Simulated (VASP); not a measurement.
An input for Ansatz (written as the equivalent of a VASP run, and not itself run):

Ansatz 0.2 input:
```yaml
crystal:
  lattice:
    - [0.0000000, 2.2217118, 2.2217118]
    - [2.2217118, 0.0000000, 2.2217118]
    - [2.2217118, 2.2217118, 0.0000000]
  atoms:
    - { symbol: Ta, position: [0.0000000, 0.0000000, 0.0000000] }
    - { symbol: C, position: [0.5000000, 0.5000000, 0.5000000] }
kpoints:
  mp_grid: { grid: [14, 14, 14] }
hamiltonian:
  xc: pbesol
  pseudopotentials: { kind: paw }
scf:
  occupations: { method: methfessel_paxton, width: 0.1 }
  max_iter: 100
relax:
  max_steps: 40
  f_tol: 0.02
  cell: {}
output: { forces: true, stress: true, eigenvalues: true }
```

Question: Write the VASP files for the same calculation (PBEsol).

Answer: This is not unique; one that fits is 
### INCAR
```
# general
SYSTEM  = TaC
PREC    = Accurate
ENCUT   = 620
LREAL   = .False.
LASPH   = .True.

# electronic loop
EDIFF   = 1E-6
NELM    = 100
ALGO    = Normal
LMAXMIX = 6

# smearing
ISMEAR  = 1
SIGMA   = 0.1

# functional
GGA     = PS

# ions
IBRION  = 2
NSW     = 40
ISIF    = 3
EDIFFG  = -0.02

# output
LWAVE   = .False.
LCHARG  = .False.
```

KPOINTS:
```
Regular mesh
0
Gamma
  14 14 14
```

POSCAR:
```
TaC
1.0
  0.0000000000   2.2217117846   2.2217117846
  2.2217117846   0.0000000000   2.2217117846
  2.2217117846   2.2217117846   0.0000000000
Ta C
1 1
Cart
  0.0000000000   0.0000000000   0.0000000000
  2.2217117846   2.2217117846   2.2217117846
```

POTCAR, in this order: Ta_pv C (PBE.64 set). Program: vasp_std.

The two are equivalent in intent, not identical: each code has its own PAW files, so the cut-off isn't converted (ENCUT is set for VASP's; basis.ecutwfc is left out, and Ansatz then takes the one that its files recommend); Ansatz stops its SCF on the density residual and VASP on the energy change (EDIFF).

The compound is TaC in the rock salt structure. It was relaxed first.
